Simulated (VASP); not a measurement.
A convergence study with VASP on Au (space group Fm-3m): one setting is varied, all else stays as given below, so the limit is that of these other settings.

```xyz
1
Lattice="0.0000 2.0339 2.0339 2.0339 0.0000 2.0339 2.0339 2.0339 0.0000" Properties=species:S:1:pos:R:3 pbc="T T T"
Au     0.0000     0.0000     0.0000
```

The numbers are results of PBEsol GGA, VASP's PBE PAW potentials (set 64) (plane waves; VASP 6.6.1), not measurements. The tightest run used: 720 eV cut-off, 14×14×14 Γ-centred mesh, Fermi-Dirac smearing of 0.10 eV, potentials Au.

### Question
The settings run are ENCUT = 105; ENCUT = 120; ENCUT = 135; ENCUT = 150; ENCUT = 165; ENCUT = 180; ENCUT = 210; ENCUT = 240; ENCUT = 270; ENCUT = 330; ENCUT = 360; ENCUT = 405; ENCUT = 450; ENCUT = 525; ENCUT = 600; ENCUT = 720. From which on does the energy per atom stay within 0.005 eV/atom of the tightest run?

### Answer
From ENCUT = 330 on: it is off by 0.0021 there and by no more than 0.005 in any finer run, while ENCUT = 270 is off by 0.0131.
| setting | E (eV/atom) | pressure (GPa) | plane waves | difference judged (eV/atom) |
|---|---|---|---|---|
| ENCUT = 105 | 7.6575 | -1011.44 | 51 | 11.5779 |
| ENCUT = 120 | 0.9775 | -647.30 | 59 | 4.8979 |
| ENCUT = 135 | -2.5164 | -388.12 | 70 | 1.4039 |
| ENCUT = 150 | -3.3209 | -226.00 | 76 | 0.5994 |
| ENCUT = 165 | -3.6185 | -127.51 | 92 | 0.3018 |
| ENCUT = 180 | -3.7689 | -68.40 | 100 | 0.1514 |
| ENCUT = 210 | -3.8864 | -14.16 | 125 | 0.0339 |
| ENCUT = 240 | -3.9277 | 0.12 | 153 | 0.0073 |
| ENCUT = 270 | -3.9335 | 1.76 | 180 | 0.0131 |
| ENCUT = 330 | -3.9225 | 0.92 | 259 | 0.0021 |
| ENCUT = 360 | -3.9204 | 1.29 | 273 | 0.0000 |
| ENCUT = 405 | -3.9204 | 1.81 | 331 | 0.0001 |
| ENCUT = 450 | -3.9205 | 1.85 | 378 | 0.0001 |
| ENCUT = 525 | -3.9204 | 1.73 | 475 | 0.0001 |
| ENCUT = 600 | -3.9203 | 1.83 | 588 | 0.0000 |
| ENCUT = 720 | -3.9204 | 1.83 | 754 | 0.0000 |

Left out are rungs that failed or repeat a setting and relaxations that didn't move; long series are thinned to 24 rows.

The structure is a typed Au crystal (space group no. 225). The cell was not relaxed at this level.
